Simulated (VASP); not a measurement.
Given:

```yaml
crystal:
  lattice:
    - [4.27918, 0.00000, 0.00000]
    - [0.00000, 4.27918, 0.00000]
    - [0.00000, 0.00000, 4.27918]
  atoms:
    - { symbol: Ba, position: [0.00000, 0.00000, 0.00000] }
    - { symbol: Zr, position: [0.50000, 0.50000, 0.50000] }
    - { symbol: O, position: [0.50000, 0.00000, 0.50000] }
    - { symbol: O, position: [0.00000, 0.50000, 0.50000] }
    - { symbol: O, position: [0.50000, 0.50000, 0.00000] }
```

The numbers are results of AM05 GGA, VASP's PBE PAW potentials (set 64) (plane waves; VASP), not measurements. Run with 520 eV cut-off, 5×5×5 Γ-centred mesh, Gaussian smearing of 0.050 eV, potentials Ba_sv Zr_sv O.

Give the stress tensor in GPa (positive for a compressed cell).

```
-8.18   0.00   0.00
 0.00  -8.18   0.00
 0.00   0.00  -8.18
```
The pressure is its mean diagonal, -8.18 GPa.

The compound is BaZrO3 in the cubic perovskite structure. This cell is one point of a volume scan, at 1.06 of the reference volume.
